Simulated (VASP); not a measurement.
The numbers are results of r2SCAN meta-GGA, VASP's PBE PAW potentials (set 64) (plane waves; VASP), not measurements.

Input for VASP

### POSCAR
```
Ca
1.0
  0.0000000000   2.7863034170   2.7863034170
  2.7863034170   0.0000000000   2.7863034170
  2.7863034170   2.7863034170   0.0000000000
Ca
1
direct
  0.0000000000   0.0000000000   0.0000000000
```

KPOINTS:
```
K-points
0
G
 13 13 13
```

### INCAR
```
SYSTEM = Ca
PREC = Normal
ENCUT = 400
EDIFF = 1E-5
NELM = 100
ALGO = Normal
LREAL = .FALSE.
LASPH = .TRUE.
ISMEAR = 1
SIGMA = 0.1
METAGGA = R2SCAN
LMIXTAU = .TRUE.
LWAVE = .FALSE.
LCHARG = .FALSE.
NELMIN = 4
IBRION = 2
ISIF = 2
NSW = 20
EDIFFG = -0.03
```

POTCAR, in this order: Ca_sv (PBE.64 set). Program: vasp_std.

Output of the run:

**OUTCAR**
```
 ion  position               nearest neighbor table
   1  0.000  0.000  0.000-
  LATTYP: Found a face centered cubic cell.
 ALAT       =     5.5726068340
 Subroutine PRICEL returns:
 Original cell was already a primitive cell.
 Subroutine GETGRP returns: Found 48 space group operations
The static configuration has the point symmetry O_h .
The dynamic configuration has the point symmetry O_h .
 Subroutine INISYM returns: Found 48 space group operations
 Subroutine IBZKPT returns following result:
 Found     84 irreducible k-points:

 Following reciprocal coordinates:
            Coordinates               Weight
  0.000000  0.000000  0.000000      1.000000
  0.076923  0.000000  0.000000      8.000000
  0.153846  0.000000  0.000000      8.000000
  0.230769  0.000000  0.000000      8.000000
  0.307692  0.000000  0.000000      8.000000
  0.384615  0.000000  0.000000      8.000000
  0.461538  0.000000  0.000000      8.000000
  0.076923  0.076923  0.000000      6.000000
  0.153846  0.076923  0.000000     24.000000
  0.230769  0.076923  0.000000     24.000000
...
```

### OSZICAR
```
       N       E                     dE             d eps       ncg     rms          rms(c)
DAV:   1     0.496186618336E+02    0.49619E+02   -0.46869E+03  1512   0.854E+02
DAV:   2    -0.770294898056E+01   -0.57322E+02   -0.57139E+02  1578   0.219E+02
DAV:   3    -0.914088720818E+01   -0.14379E+01   -0.14256E+01  2429   0.339E+01
DAV:   4    -0.919953882719E+01   -0.58652E-01   -0.58603E-01  2272   0.498E+00
DAV:   5    -0.920100410884E+01   -0.14653E-02   -0.14629E-02  2538   0.507E-01    0.639E-01
DAV:   6    -0.687155982175E+01    0.23294E+01   -0.35398E+00  1570   0.159E+01    0.230E+00
DAV:   7    -0.710693477491E+01   -0.23537E+00   -0.14705E-01  1997   0.336E+00    0.259E+00
DAV:   8    -0.699910383895E+01    0.10783E+00   -0.21046E-02  1772   0.191E+00    0.210E+00
DAV:   9    -0.693153477368E+01    0.67569E-01   -0.36685E-01  1965   0.620E+00    0.556E-01
DAV:  10    -0.700996483047E+01   -0.78430E-01   -0.12838E-01  1674   0.242E+00    0.194E-01
DAV:  11    -0.699787623369E+01    0.12089E-01   -0.68577E-03  2072   0.614E-01    0.177E-01
DAV:  12    -0.705054515317E+01   -0.52669E-01   -0.23294E-02  1537   0.138E+00    0.786E-01
DAV:  13    -0.702861525539E+01    0.21930E-01   -0.11615E-02  1532   0.111E+00    0.767E-01
DAV:  14    -0.704094554710E+01   -0.12330E-01   -0.13321E-02  1537   0.111E+00    0.329E-01
DAV:  15    -0.702974810583E+01    0.11197E-01   -0.58626E-03  1536   0.728E-01    0.269E-01
DAV:  16    -0.702953805292E+01    0.21005E-03   -0.25266E-04  1624   0.159E-01    0.230E-01
DAV:  17    -0.702988018130E+01   -0.34213E-03   -0.11906E-04  1728   0.118E-01    0.179E-01
DAV:  18    -0.702994405494E+01   -0.63874E-04   -0.59551E-05  1651   0.957E-02    0.144E-01
DAV:  19    -0.703000335089E+01   -0.59296E-04   -0.49707E-05  1658   0.805E-02    0.107E-01
DAV:  20    -0.703000040099E+01    0.29499E-05   -0.50126E-05  1590   0.836E-02
   1 F= -.70300004E+01 E0= -.70298948E+01  d E =-.703000E+01
```

**OUTCAR**
```
------------------------ aborting loop because EDIFF is reached ----------------------------------------
  FORCE on cell =-STRESS in cart. coord.  units (eV):
  Direction    XX          YY          ZZ          XY          YZ          ZX
  --------------------------------------------------------------------------------------
  Total        0.0526571      0.0526571      0.0526571      0.0000000      0.0000000      0.0000000
  in kB        1.9500803      1.9500803      1.9500803      0.0000000      0.0000000      0.0000000
  external PRESSURE =       1.9500803 kB  Pullay stress =       0.0000000 kB
  volume of cell :       43.26
      direct lattice vectors                 reciprocal lattice vectors
     0.000000000  2.786303417  2.786303417    -0.179449229  0.179449229  0.179449229
     2.786303417  0.000000000  2.786303417     0.179449229 -0.179449229  0.179449229
     2.786303417  2.786303417  0.000000000     0.179449229  0.179449229 -0.179449229
 POSITION                                       TOTAL-FORCE (eV/Angst)
 -----------------------------------------------------------------------------------
      0.00000      0.00000      0.00000        -0.000000     -0.000000     -0.000000
 -----------------------------------------------------------------------------------
    total drift:                               -0.000000     -0.000000     -0.000000
  FREE ENERGIE OF THE ION-ELECTRON SYSTEM (eV)
  ---------------------------------------------------
  free  energy   TOTEN  =        -7.0300004010 eV

  energy  without entropy=       -7.0296835983  energy(sigma->0) =       -7.02989480

 reached required accuracy - stopping structural energy minimisation
```
(Selected blocks of OUTCAR.)

The compound is Ca in the fcc structure. It was relaxed first.
